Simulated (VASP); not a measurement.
Here is the system:

```xyz
12
Lattice="4.7634 0.0000 0.0000 0.0000 4.8672 0.0000 0.0000 0.0000 7.4580" Properties=species:S:1:pos:R:3 pbc="T T T"
Te     3.4853     2.5213     2.8087
Te     3.6598     2.3458     6.5377
Te     1.1036     4.7794     4.6492
Te     1.2781     0.0877     0.9202
O      2.4395     0.6529     6.9613
O      4.7056     4.2143     3.2323
O      0.0578     1.7807     0.4967
O      2.3239     3.0865     4.2257
O      1.8982     1.1614     2.3860
O      0.4835     3.7058     6.1150
O      4.2799     1.2722     5.0720
O      2.8652     3.5950     1.3430
```

These are PBEsol GGA, VASP's PBE PAW potentials (set 64) (plane waves; VASP) values and carry that method's errors. Run with 520 eV cut-off, Gaussian smearing of 0.050 eV, potentials Te O.

Unless said otherwise, spin-orbit coupling is left out, though it shifts the bands of the heavy elements here.

### Question
Give the energies of bands 27 to 40 at the high-symmetry points, in eV from the valence-band maximum.

### Answer

```json
[
 {"band": "27", "Γ": "-2.05", "X": "-1.85", "S": "-1.63", "Y": "-1.82", "Z": "-2.08", "U": "-1.91", "R": "-1.69", "T": "-1.86"},
 {"band": "28", "Γ": "-1.92", "X": "-1.85", "S": "-1.63", "Y": "-1.82", "Z": "-2.08", "U": "-1.91", "R": "-1.69", "T": "-1.86"},
 {"band": "29", "Γ": "-1.70", "X": "-1.32", "S": "-1.40", "Y": "-1.40", "Z": "-1.67", "U": "-1.22", "R": "-1.30", "T": "-1.30"},
 {"band": "30", "Γ": "-1.43", "X": "-1.32", "S": "-1.40", "Y": "-1.40", "Z": "-1.67", "U": "-1.22", "R": "-1.30", "T": "-1.30"},
 {"band": "31", "Γ": "-1.27", "X": "-1.20", "S": "-1.33", "Y": "-1.20", "Z": "-0.99", "U": "-1.14", "R": "-1.30", "T": "-1.14"},
 {"band": "32", "Γ": "-1.22", "X": "-1.20", "S": "-1.33", "Y": "-1.20", "Z": "-0.99", "U": "-1.14", "R": "-1.30", "T": "-1.14"},
 {"band": "33", "Γ": "-1.00", "X": "-0.69", "S": "-0.92", "Y": "-0.59", "Z": "-0.67", "U": "-0.40", "R": "-0.59", "T": "-0.35"},
 {"band": "34", "Γ": "-0.95", "X": "-0.69", "S": "-0.92", "Y": "-0.59", "Z": "-0.67", "U": "-0.40", "R": "-0.59", "T": "-0.35"},
 {"band": "35", "Γ": "-0.71", "X": "-0.10", "S": "-0.40", "Y": "-0.11", "Z": "-0.26", "U": "-0.24", "R": "-0.59", "T": "-0.31"},
 {"band": "36", "Γ": "-0.33", "X": "-0.10", "S": "-0.40", "Y": "-0.11", "Z": "-0.26", "U": "-0.24", "R": "-0.59", "T": "-0.31"},
 {"band": "37", "Γ": "3.20", "X": "3.36", "S": "3.50", "Y": "3.20", "Z": "3.81", "U": "3.62", "R": "4.08", "T": "3.56"},
 {"band": "38", "Γ": "4.04", "X": "3.36", "S": "3.50", "Y": "3.20", "Z": "3.81", "U": "3.62", "R": "4.08", "T": "3.56"},
 {"band": "39", "Γ": "4.19", "X": "4.33", "S": "4.50", "Y": "4.19", "Z": "4.32", "U": "3.68", "R": "4.08", "T": "3.66"},
 {"band": "40", "Γ": "4.68", "X": "4.33", "S": "4.50", "Y": "4.19", "Z": "4.32", "U": "3.68", "R": "4.08", "T": "3.66"}
]
```

The gap is indirect, 3.16 eV, from the valence maximum at Y-Γ at 0.33 to the conduction minimum at Y-Γ at 0.50.

The structure comes from a computed database's TeO2 entry (P2_12_12_1); how it stands against other phases isn't given here. It was relaxed first.
